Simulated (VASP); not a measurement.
Output of a VASP run:

OSZICAR:
```
       N       E                     dE             d eps       ncg     rms          rms(c)
DAV:   1     0.519413051799E+03    0.51941E+03   -0.28705E+04  1688   0.161E+03
DAV:   2    -0.122073264126E+02   -0.53162E+03   -0.52050E+03  1786   0.424E+02
DAV:   3    -0.467954534663E+02   -0.34588E+02   -0.34379E+02  1916   0.991E+01
DAV:   4    -0.478065950332E+02   -0.10111E+01   -0.10093E+01  1890   0.176E+01
DAV:   5    -0.478370239638E+02   -0.30429E-01   -0.30420E-01  1928   0.315E+00    0.359E+01
DAV:   6    -0.453505649216E+02    0.24865E+01   -0.16044E+01  1729   0.226E+01    0.165E+01
DAV:   7    -0.451132422042E+02    0.23732E+00   -0.36545E+00  1789   0.900E+00    0.637E+00
DAV:   8    -0.450087643080E+02    0.10448E+00   -0.55155E-01  2020   0.445E+00    0.168E+00
DAV:   9    -0.450103556750E+02   -0.15914E-02   -0.51797E-02  1934   0.119E+00    0.906E-01
DAV:  10    -0.450083650023E+02    0.19907E-02   -0.26091E-02  1958   0.997E-01    0.227E-01
DAV:  11    -0.450079467876E+02    0.41821E-03   -0.38042E-03  1849   0.387E-01    0.134E-01
DAV:  12    -0.450079192124E+02    0.27575E-04   -0.19703E-04  1933   0.847E-02    0.565E-02
DAV:  13    -0.450078783419E+02    0.40870E-04   -0.21371E-04  1798   0.794E-02    0.260E-02
DAV:  14    -0.450078768963E+02    0.14456E-05   -0.16195E-05  2053   0.212E-02    0.108E-02
DAV:  15    -0.450078767783E+02    0.11797E-06   -0.91349E-07  1597   0.623E-03    0.706E-03
DAV:  16    -0.450078769706E+02   -0.19230E-06   -0.16215E-06  1725   0.825E-03    0.186E-03
DAV:  17    -0.450078769779E+02   -0.72296E-08   -0.48362E-08  1220   0.151E-03
   1 F= -.45007877E+02 E0= -.45007877E+02  d E =0.000000E+00
```

**OUTCAR**
```
------------------------ aborting loop because EDIFF is reached ----------------------------------------
  FORCE on cell =-STRESS in cart. coord.  units (eV):
  Direction    XX          YY          ZZ          XY          YZ          ZX
  --------------------------------------------------------------------------------------
  Total       -0.0791190     -0.0791190      0.0611977      0.0000000      0.0000000      0.0000000
  in kB       -0.9259350     -0.9259350      0.7162006      0.0000000      0.0000000      0.0000000
  external PRESSURE =      -0.3785565 kB  Pullay stress =       0.0000000 kB
  volume of cell :      136.90
      direct lattice vectors                 reciprocal lattice vectors
     1.605429580 -2.780685578  0.000000000     0.311443122 -0.179811772  0.000000000
     1.605429580  2.780685578  0.000000000     0.311443122  0.179811772  0.000000000
     0.000000000  0.000000000 15.333382674     0.000000000  0.000000000  0.065217181
 POSITION                                       TOTAL-FORCE (eV/Angst)
 -----------------------------------------------------------------------------------
      1.60543      0.92690      3.83335        -0.000000      0.000000      0.000000
      1.60543     -0.92690     11.50004         0.000000     -0.000000      0.000000
      1.60543      0.92690     13.07227        -0.000000     -0.000000     -0.012296
      1.60543     -0.92690      5.40558         0.000000      0.000000     -0.012296
      1.60543     -0.92690      2.26111         0.000000      0.000000      0.012296
      1.60543      0.92690      9.92780         0.000000     -0.000000      0.012296
 -----------------------------------------------------------------------------------
    total drift:                                0.000171      0.001249     -0.000036
  FREE ENERGIE OF THE ION-ELECTRON SYSTEM (eV)
  ---------------------------------------------------
  free  energy   TOTEN  =       -45.0078769779 eV

  energy  without entropy=      -45.0078769779  energy(sigma->0) =      -45.00787698

 total charge

# of ion       s       p       d       tot
------------------------------------------
    1        2.312   6.311   3.325  11.948
    2        2.312   6.311   3.325  11.948
    3        1.361   2.363   0.000   3.724
    4        1.361   2.363   0.000   3.724
    5        1.361   2.363   0.000   3.724
    6        1.361   2.363   0.000   3.724
--------------------------------------------------
tot         10.068  22.073   6.650  38.791

 Electric field gradients after diagonalization (V/A^2)
 (convention: |V_zz| > |V_xx| > |V_yy|)
----------------------------------------------------------------------
 ion       V_xx      V_yy      V_zz     asymmetry (V_yy - V_xx)/ V_zz
----------------------------------------------------------------------
   1      76.113    76.112  -152.225       0.000
   2      76.113    76.112  -152.225       0.000
   3      23.691    23.689   -47.380       0.000
   4      23.691    23.689   -47.380       0.000
   5      23.691    23.689   -47.380       0.000
   6      23.691    23.689   -47.380       0.000
```
(Selected blocks of OUTCAR.)

### POSCAR
```
WS2
1
    1.6054295804    -2.7806855782     0.0000000000
    1.6054295804     2.7806855782     0.0000000000
    0.0000000000     0.0000000000    15.3333826744
W S
2 4
Direct
  0.3333330000   0.6666670000   0.2500000000
  0.6666670000   0.3333330000   0.7500000000
  0.3333330000   0.6666670000   0.8525365450
  0.6666670000   0.3333330000   0.3525365450
  0.6666670000   0.3333330000   0.1474634550
  0.3333330000   0.6666670000   0.6474634550
```

Question: Write an INCAR and KPOINTS that could have produced this output.

Answer: Several could match; the one computed here: the input of the run itself, RPBE GGA, plane waves, VASP's PBE PAW potentials (set 64).

KPOINTS:
```
Automatic mesh
0
Gamma
9 9 2
0 0 0
```

INCAR:
```
! general
SYSTEM   =  WS2
PREC     =  Accurate
ENCUT    =  520
LREAL    =  .FALSE.
LASPH    =  .TRUE.

! electronic loop
EDIFF    =  1E-7
NELM     =  100
ALGO     =  Normal
LMAXMIX  =  6

! smearing
ISMEAR   =  -5

! functional
GGA      =  RP

! ions
ISIF     =  2

! output
LWAVE    =  .FALSE.
LCHARG   =  .TRUE.
LORBIT   =  11
NEDOS    =  601

! other
LEFG     =  .TRUE.
```

POTCAR, in this order: W_sv S (PBE.64 set). Program: vasp_std.

Without a dispersion term in the relaxation, distances and binding between the weakly bound layers, chains or molecules are unreliable, and so is what depends on them.

The compound is WS2 in the 2H layered structure. It was relaxed first, which changed the volume by +29 %.
